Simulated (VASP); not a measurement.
Output of a VASP run:

**OSZICAR**
```
...
DAV:   5    -0.213585580875E+02   -0.17507E-05   -0.10753E-04  1784   0.103E-01    0.913E-03
DAV:   6    -0.213585577185E+02    0.36899E-06   -0.61422E-06  2280   0.432E-02    0.418E-03
DAV:   7    -0.213585580340E+02   -0.31546E-06   -0.14510E-06  1616   0.101E-02    0.155E-03
DAV:   8    -0.213585580585E+02   -0.24558E-07   -0.20003E-07  1144   0.440E-03
   4 F= -.22521380E+02 E0= -.22521380E+02  d E =-.568631E-02
       N       E                     dE             d eps       ncg     rms          rms(c)
DAV:   1    -0.214519677800E+02   -0.93410E-01   -0.78421E+00  1512   0.243E+01    0.188E+00
DAV:   2    -0.214007595492E+02    0.51208E-01   -0.27049E-01  2040   0.631E+00    0.116E+00
DAV:   3    -0.213651397352E+02    0.35620E-01   -0.39264E-02  2048   0.279E+00    0.251E-01
DAV:   4    -0.213639108261E+02    0.12289E-02   -0.80746E-03  2168   0.101E+00    0.627E-02
DAV:   5    -0.213639323018E+02   -0.21476E-04   -0.92023E-04  1672   0.290E-01    0.231E-02
DAV:   6    -0.213639292869E+02    0.30150E-05   -0.43147E-05  2328   0.105E-01    0.108E-02
DAV:   7    -0.213639315146E+02   -0.22277E-05   -0.11319E-05  1624   0.273E-02    0.429E-03
DAV:   8    -0.213639317199E+02   -0.20533E-06   -0.14697E-06  1656   0.121E-02    0.122E-03
DAV:   9    -0.213639318307E+02   -0.11077E-06   -0.30122E-07  1360   0.655E-03    0.523E-04
DAV:  10    -0.213639318289E+02    0.17353E-08   -0.53267E-08   808   0.242E-03
   5 F= -.22527918E+02 E0= -.22527918E+02  d E =-.122245E-01
       N       E                     dE             d eps       ncg     rms          rms(c)
DAV:   1    -0.213645747922E+02   -0.64296E-03   -0.60601E-02  1536   0.212E+00    0.166E-01
DAV:   2    -0.213641585118E+02    0.41628E-03   -0.19644E-03  2224   0.575E-01    0.102E-01
DAV:   3    -0.213638750338E+02    0.28348E-03   -0.29493E-04  2016   0.286E-01    0.206E-02
DAV:   4    -0.213638695239E+02    0.55099E-05   -0.80559E-05  2160   0.835E-02    0.535E-03
DAV:   5    -0.213638696855E+02   -0.16161E-06   -0.53175E-06  1808   0.227E-02    0.205E-03
DAV:   6    -0.213638696238E+02    0.61709E-07   -0.19654E-07  1304   0.101E-02
   6 F= -.22527963E+02 E0= -.22527963E+02  d E =-.122694E-01
       N       E                     dE             d eps       ncg     rms          rms(c)
DAV:   1    -0.213639103693E+02   -0.40684E-04   -0.69522E-03  1536   0.717E-01    0.559E-02
DAV:   2    -0.213638631874E+02    0.47182E-04   -0.22422E-04  2224   0.196E-01    0.346E-02
DAV:   3    -0.213638304785E+02    0.32709E-04   -0.33495E-05  2032   0.968E-02    0.687E-03
DAV:   4    -0.213638298688E+02    0.60967E-06   -0.91565E-06  2168   0.278E-02    0.181E-03
DAV:   5    -0.213638299027E+02   -0.33827E-07   -0.57579E-07  1592   0.755E-03
   7 F= -.22527959E+02 E0= -.22527959E+02  d E =-.122659E-01
       N       E                     dE             d eps       ncg     rms          rms(c)
DAV:   1    -0.213634323948E+02    0.39747E-03   -0.11326E-01  1752   0.197E+00    0.522E-02
DAV:   2    -0.213637534949E+02   -0.32110E-03   -0.36969E-03  2056   0.653E-01    0.282E-02
DAV:   3    -0.213637346869E+02    0.18808E-04   -0.42280E-05  2216   0.915E-02    0.126E-02
DAV:   4    -0.213637309192E+02    0.37676E-05   -0.11794E-05  2200   0.473E-02    0.267E-03
DAV:   5    -0.213637313545E+02   -0.43521E-06   -0.25062E-06  2064   0.244E-02    0.114E-03
DAV:   6    -0.213637313521E+02    0.23319E-08   -0.13229E-07   784   0.348E-03
   8 F= -.22528012E+02 E0= -.22528012E+02  d E =-.527523E-04
```

OUTCAR:
```
------------------------ aborting loop because EDIFF is reached ----------------------------------------
  Edisp (eV):   -1.16428
  FORCE on cell =-STRESS in cart. coord.  units (eV):
  Direction    XX          YY          ZZ          XY          YZ          ZX
  --------------------------------------------------------------------------------------
  Total       0.76508     0.76508     0.77688     0.00000     0.00000     0.00000
  in kB      16.16357    16.16357    16.41300     0.00000     0.00000     0.00000
  external pressure =       16.25 kB  Pullay stress =        0.00 kB
  volume of cell :       75.84
      direct lattice vectors                 reciprocal lattice vectors
     4.026863384  0.000000000  0.000000000     0.248332239  0.000000000  0.000000000
     0.000000000  4.026863384 -0.000000000     0.000000000  0.248332239  0.000000000
     0.000000000 -0.000000000  4.676753520     0.000000000  0.000000000  0.213823541
 POSITION                                       TOTAL-FORCE (eV/Angst)
 -----------------------------------------------------------------------------------
      2.01343      4.02686      3.49545         0.000000     -0.000000      0.009655
      0.00000      2.01343      1.18131        -0.000000      0.000000     -0.009655
      2.01343      2.01343      0.00000         0.000000      0.000000      0.000000
      0.00000      0.00000      0.00000         0.000000      0.000000      0.000000
 -----------------------------------------------------------------------------------
    total drift:                                0.000000      0.000000     -0.000000
  FREE ENERGIE OF THE ION-ELECTRON SYSTEM (eV)
  ---------------------------------------------------
  free  energy   TOTEN  =       -22.5280118865 eV

  energy  without entropy=      -22.5280118865  energy(sigma->0) =      -22.52801189

 reached required accuracy - stopping structural energy minimisation
```
(Selected blocks of OUTCAR.)

POSCAR:
```
PbO
1
    3.9555208674     0.0000000000     0.0000000000
    0.0000000000     3.9555208674     0.0000000000
    0.0000000000     0.0000000000     4.8469764944
Pb O
2 2
Direct
  0.5000000000   0.0000000000   0.7601900041
  0.0000000000   0.5000000000   0.2398099959
  0.5000000000   0.5000000000   0.0000000000
  0.0000000000   0.0000000000   0.0000000000
```

Task: Write an INCAR and KPOINTS that could have produced this output.

Result: This is not unique; one that fits is the input of the run itself, PBE GGA with D4 dispersion, plane waves, VASP's PBE PAW potentials (set 64).

**KPOINTS**
```
K-points
0
Gamma
 6 6 5
0 0 0
```

**INCAR**
```
SYSTEM=PbO
PREC=Accurate; ENCUT=520; LREAL=.FALSE.
LASPH=.TRUE.
EDIFF=1E-7; NELM=100; ALGO=Normal
LMAXMIX=4
ISMEAR=0; SIGMA=0.05
GGA=PE; IVDW=13
IBRION=2; NSW=30; ISIF=4
EDIFFG=-0.01
LWAVE=.FALSE.; LCHARG=.FALSE.
```

POTCAR, in this order: Pb_d O (PBE.64 set). Program: vasp_std.

The compound is PbO in the litharge structure. This cell is one point of a volume scan, at 0.94 of the reference volume. Symmetry was kept, so distortions that lower it aren't found.
